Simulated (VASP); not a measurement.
Calculation: r2SCAN+rVV10, VASP's PBE PAW potentials (set 64) (plane waves; VASP).

A VASP calculation is set up with these files.

### KPOINTS
```
kpoints
0
gamma
  6 6 6
```

INCAR:
```
ALGO = Normal   # blocked Davidson
LMAXMIX = 4   # l cut-off of mixed one-centre charges
EDIFF = 1E-6   # SCF stop (eV)
NELM = 100   # most electronic steps
PREC = Accurate
CPARAM = 0.0093
ENCUT = 520
EDIFFG = -0.01   # ionic stop
IBRION = 2   # conjugate gradients
LUSE_VDW = .TRUE.
BPARAM = 11.95
METAGGA = R2SCAN
LASPH = .TRUE.
LWAVE = .FALSE.
LREAL = .FALSE.   # projection in real space or not
ISMEAR = 0   # Gaussian
SYSTEM = KI
ISIF = 3
LCHARG = .FALSE.
NSW = 60
LMIXTAU = .TRUE.
SIGMA = 0.05   # width (eV)
```

POSCAR:
```
KI
1
    0.0000000000     3.5350000000     3.5350000000
    3.5350000000     0.0000000000     3.5350000000
    3.5350000000     3.5350000000     0.0000000000
K I
1 1
Direct
  0.0000000000   0.0000000000   0.0000000000
  0.5000000000   0.5000000000   0.5000000000
```

POTCAR, in this order: K_sv I (PBE.64 set). Program: vasp_std.

What VASP printed:

### OSZICAR
```
       N       E                     dE             d eps       ncg     rms          rms(c)
DAV:   1     0.623145496226E+02    0.62315E+02   -0.68083E+03   384   0.116E+03
DAV:   2    -0.307909421000E+02   -0.93105E+02   -0.88391E+02   480   0.260E+02
DAV:   3    -0.364194244356E+02   -0.56285E+01   -0.56037E+01   520   0.575E+01
DAV:   4    -0.368011353899E+02   -0.38171E+00   -0.38109E+00   692   0.119E+01
DAV:   5    -0.368023348149E+02   -0.11994E-02   -0.11994E-02   512   0.830E-01    0.318E+00
DAV:   6    -0.340106029131E+02    0.27917E+01   -0.11756E+00   608   0.115E+01    0.247E+00
DAV:   7    -0.333734845869E+02    0.63712E+00   -0.31422E-01   576   0.546E+00    0.103E+00
DAV:   8    -0.340860893525E+02   -0.71260E+00   -0.35226E-01   404   0.497E+00    0.594E-01
DAV:   9    -0.334102022498E+02    0.67589E+00   -0.22714E-01   384   0.452E+00    0.376E-01
DAV:  10    -0.334249604328E+02   -0.14758E-01   -0.47503E-02   392   0.286E+00    0.329E-01
DAV:  11    -0.334137085702E+02    0.11252E-01   -0.12386E-02   384   0.133E+00    0.146E-01
DAV:  12    -0.334105460157E+02    0.31626E-02   -0.18424E-03   440   0.598E-01    0.759E-02
DAV:  13    -0.334357185378E+02   -0.25173E-01   -0.85689E-03   388   0.104E+00    0.487E-02
DAV:  14    -0.334368756031E+02   -0.11571E-02   -0.10091E-03   452   0.368E-01    0.255E-02
DAV:  15    -0.334363752498E+02    0.50035E-03   -0.19308E-04   468   0.168E-01    0.187E-02
DAV:  16    -0.334366464530E+02   -0.27120E-03   -0.81195E-05   456   0.928E-02    0.152E-02
DAV:  17    -0.334368856263E+02   -0.23917E-03   -0.12034E-04   408   0.134E-01    0.880E-03
DAV:  18    -0.334368861539E+02   -0.52768E-06   -0.24305E-06   468   0.198E-02
   1 F= -.33436886E+02 E0= -.33436886E+02  d E =-.334369E+02
       N       E                     dE             d eps       ncg     rms          rms(c)
DAV:   1    -0.334493104228E+02   -0.12425E-01   -0.28896E-01   420   0.550E+00    0.621E-01
DAV:   2    -0.334409585781E+02    0.83518E-02   -0.20470E-02   532   0.141E+00    0.297E-01
DAV:   3    -0.334383514562E+02    0.26071E-02   -0.10617E-02   660   0.897E-01    0.173E-01
DAV:   4    -0.334383287268E+02    0.22729E-04   -0.34841E-04   408   0.209E-01    0.982E-02
DAV:   5    -0.334380383546E+02    0.29037E-03   -0.10431E-03   392   0.435E-01    0.239E-02
DAV:   6    -0.334384048744E+02   -0.36652E-03   -0.92258E-04   392   0.423E-01    0.865E-03
DAV:   7    -0.334384571072E+02   -0.52233E-04   -0.12461E-04   392   0.158E-01    0.808E-03
DAV:   8    -0.334384493052E+02    0.78019E-05   -0.29431E-05   424   0.698E-02    0.208E-03
DAV:   9    -0.334384527498E+02   -0.34446E-05   -0.11388E-05   400   0.422E-02    0.173E-03
DAV:  10    -0.334384538849E+02   -0.11350E-05   -0.12016E-06   296   0.142E-02    0.936E-04
DAV:  11    -0.334384537964E+02    0.88439E-07   -0.21482E-07   340   0.636E-03
   2 F= -.33438454E+02 E0= -.33438454E+02  d E =-.156764E-02
       N       E                     dE             d eps       ncg     rms          rms(c)
DAV:   1    -0.334429511238E+02   -0.44972E-02   -0.10849E-01   420   0.338E+00    0.380E-01
DAV:   2    -0.334398391481E+02    0.31120E-02   -0.77998E-03   532   0.873E-01    0.183E-01
DAV:   3    -0.334388585534E+02    0.98059E-03   -0.39973E-03   668   0.552E-01    0.105E-01
DAV:   4    -0.334388638707E+02   -0.53172E-05   -0.13334E-04   408   0.126E-01    0.601E-02
DAV:   5    -0.334387832303E+02    0.80640E-04   -0.35450E-04   392   0.254E-01    0.149E-02
DAV:   6    -0.334389050654E+02   -0.12184E-03   -0.29283E-04   392   0.240E-01    0.541E-03
DAV:   7    -0.334389186318E+02   -0.13566E-04   -0.33436E-05   400   0.809E-02    0.503E-03
DAV:   8    -0.334389126497E+02    0.59821E-05   -0.10607E-05   412   0.410E-02    0.141E-03
DAV:   9    -0.334389132269E+02   -0.57724E-06   -0.55436E-06   400   0.296E-02
   3 F= -.33438913E+02 E0= -.33438913E+02  d E =-.202707E-02
       N       E                     dE             d eps       ncg     rms          rms(c)
DAV:   1    -0.334549940106E+02   -0.16081E-01   -0.43703E-01   420   0.681E+00    0.768E-01
DAV:   2    -0.334424210539E+02    0.12573E-01   -0.31131E-02   524   0.176E+00    0.366E-01
DAV:   3    -0.334385185375E+02    0.39025E-02   -0.15958E-02   660   0.111E+00    0.213E-01
DAV:   4    -0.334385098016E+02    0.87359E-05   -0.51124E-04   404   0.246E-01    0.121E-01
DAV:   5    -0.334383547531E+02    0.15505E-03   -0.12636E-03   384   0.473E-01    0.280E-02
DAV:   6    -0.334386376386E+02   -0.28289E-03   -0.10182E-03   384   0.446E-01    0.109E-02
DAV:   7    -0.334386734132E+02   -0.35775E-04   -0.11322E-04   400   0.149E-01    0.102E-02
DAV:   8    -0.334386537895E+02    0.19624E-04   -0.42156E-05   408   0.814E-02    0.295E-03
DAV:   9    -0.334386534978E+02    0.29173E-06   -0.21729E-05   400   0.590E-02    0.196E-03
DAV:  10    -0.334386577053E+02   -0.42075E-05   -0.21511E-06   408   0.196E-02    0.101E-03
DAV:  11    -0.334386577575E+02   -0.52183E-07   -0.70581E-08   352   0.329E-03
   4 F= -.33438658E+02 E0= -.33438658E+02  d E =-.177160E-02
       N       E                     dE             d eps       ncg     rms          rms(c)
DAV:   1    -0.334460070195E+02   -0.73493E-02   -0.18960E-01   420   0.449E+00    0.498E-01
DAV:   2    -0.334407190443E+02    0.52880E-02   -0.13852E-02   532   0.115E+00    0.244E-01
DAV:   3    -0.334390002051E+02    0.17188E-02   -0.68862E-03   672   0.722E-01    0.137E-01
DAV:   4    -0.334389886881E+02    0.11517E-04   -0.22738E-04   400   0.169E-01    0.791E-02
DAV:   5    -0.334384286917E+02    0.56000E-03   -0.77030E-04   384   0.386E-01    0.247E-02
DAV:   6    -0.334389894796E+02   -0.56079E-03   -0.66988E-04   384   0.368E-01    0.752E-03
DAV:   7    -0.334390071548E+02   -0.17675E-04   -0.76868E-05   392   0.122E-01    0.679E-03
DAV:   8    -0.334390063426E+02    0.81222E-06   -0.18524E-05   428   0.547E-02    0.218E-03
DAV:   9    -0.334390044563E+02    0.18863E-05   -0.10226E-05   400   0.405E-02    0.162E-03
DAV:  10    -0.334390056329E+02   -0.11766E-05   -0.10847E-06   288   0.134E-02    0.935E-04
DAV:  11    -0.334390056480E+02   -0.15164E-07   -0.10012E-07   288   0.468E-03
   5 F= -.33439006E+02 E0= -.33439006E+02  d E =-.211949E-02
```

OUTCAR:
```
------------------------ aborting loop because EDIFF is reached ----------------------------------------
  FORCE on cell =-STRESS in cart. coord.  units (eV):
  Direction    XX          YY          ZZ          XY          YZ          ZX
  --------------------------------------------------------------------------------------
  Total       -0.0006448     -0.0006448     -0.0006448      0.0000000     -0.0000000      0.0000000
  in kB       -0.0119769     -0.0119769     -0.0119769      0.0000000     -0.0000000      0.0000000
  external PRESSURE =      -0.0119769 kB  Pullay stress =       0.0000000 kB
  volume of cell :       86.26
      direct lattice vectors                 reciprocal lattice vectors
     0.000000000  3.506879720  3.506879720    -0.142576889  0.142576889  0.142576889
     3.506879720  0.000000000  3.506879720     0.142576889 -0.142576889  0.142576889
     3.506879720  3.506879720  0.000000000     0.142576889  0.142576889 -0.142576889
  FREE ENERGIE OF THE ION-ELECTRON SYSTEM (eV)
  ---------------------------------------------------
  free  energy   TOTEN  =       -33.4390056480 eV

  energy  without entropy=      -33.4390056480  energy(sigma->0) =      -33.43900565

 reached required accuracy - stopping structural energy minimisation
```
(Selected blocks of OUTCAR.)

CONTCAR:
```
KI
   1.00000000000000
     0.0000000000000000    3.5068797197039903    3.5068797197039903
     3.5068797197039903    0.0000000000000000    3.5068797197039903
     3.5068797197039903    3.5068797197039903    0.0000000000000000
  K               I
     1     1
Direct
     0.0000000000000000    0.0000000000000000    0.0000000000000000
     0.5000000000000000    0.5000000000000000    0.5000000000000000
```

OUTCAR:
```
 val. band max:       -0.6495815908   @ k =   0.0000   0.0000   0.0000

 cond. band min:       3.9167375025   @ k =   0.0000   0.0000   0.0000


 Fermi energy:        -0.3906581317

 k-point     1 :       0.0000    0.0000    0.0000
  band No.  band energies     occupation
      1     -30.2302      2.00000
      2     -12.9518      2.00000
      3     -12.9518      2.00000
      4     -12.9518      2.00000
      5     -11.5018      2.00000
      6      -0.6496      2.00000
      7      -0.6496      2.00000
      8      -0.6496      2.00000
      9       3.9167      0.00000
     10       6.3353      0.00000
     11       6.3353      0.00000
     12       6.3353      0.00000

 k-point     2 :       0.1667    0.0000    0.0000
  band No.  band energies     occupation
      1     -30.2296      2.00000
      2     -13.0012      2.00000
      3     -12.9523      2.00000
      4     -12.9523      2.00000
      5     -11.4150      2.00000
      6      -1.0824      2.00000
      7      -0.7457      2.00000
      8      -0.7457      2.00000
      9       4.5450      0.00000
     10       6.2251      0.00000
     11       6.6491      0.00000
     12       6.6491      0.00000

 k-point     3 :       0.3333    0.0000    0.0000
  band No.  band energies     occupation
      1     -30.2284      2.00000
      2     -13.0876      2.00000
      3     -12.9533      2.00000
      4     -12.9533      2.00000
      5     -11.2513      2.00000
      6      -1.7581      2.00000
      7      -0.9241      2.00000
      8      -0.9241      2.00000
      9       5.1877      0.00000
     10       6.9581      0.00000
     11       7.4138      0.00000
     12       7.4138      0.00000

 k-point     4 :       0.5000    0.0000    0.0000
  band No.  band energies     occupation
      1     -30.2279      2.00000
      2     -13.1261      2.00000
      3     -12.9538      2.00000
      4     -12.9538      2.00000
      5     -11.1728      2.00000
      6      -2.0419      2.00000
...
```

Energy and stress use the plane-wave basis of the starting cell. Unless said otherwise, spin-orbit coupling is left out, though it shifts the bands of the heavy elements here.

The compound is KI in the rock salt structure. This run relaxes it. Symmetry was kept, so distortions that lower it aren't found.
